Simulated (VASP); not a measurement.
Input:

```
GdN
1.0
    0.00000     2.49000     2.49000
    2.49000     0.00000     2.49000
    2.49000     2.49000     0.00000
Gd N
1 1
Direct
  0.00000   0.00000   0.00000
  0.50000   0.50000   0.50000
```

Level of theory: PBE GGA with D4 dispersion, VASP's PBE PAW potentials (set 64) (plane waves; VASP 6.6.1). Settings: 520 eV cut-off, 8×8×8 Γ-centred mesh, Gaussian smearing of 0.050 eV, potentials Gd_3 N.

The 4f electrons are frozen in the core of the lanthanide potential, so 4f levels, which can set the real gap, and their magnetism are missing. Energy and stress use the plane-wave basis of the starting cell.

The ions, cell shape and volume are relaxed. Give the cell that the relaxation ends in.

```
GdN
1.0
    0.00000     2.46958     2.46958
    2.46958     0.00000     2.46958
    2.46958     2.46958     0.00000
Gd N
1 1
Direct
  0.00000   0.00000   0.00000
  0.50000   0.50000   0.50000
```
Space group Fm-3m (225), at a tolerance of 0.03 Å.

How do energy and volume change from the first to the last step?

The energy (σ→0) changes by -4.7 meV/atom and the volume by -2.4 %, in 3 ionic steps.

| step | E(σ→0) (eV) | max force (eV/Å) | pressure (GPa) | volume (Å³) |
|---|---|---|---|---|
| 1 | -16.8463 | 0.000 | -3.83 | 30.88 |
| 2 | -16.8425 | 0.000 | 5.05 | 29.26 |
| 3 | -16.8556 | 0.000 | -0.01 | 30.12 |

The compound is GdN in the rock salt structure. This run relaxes it. Symmetry was kept, so distortions that lower it aren't found.
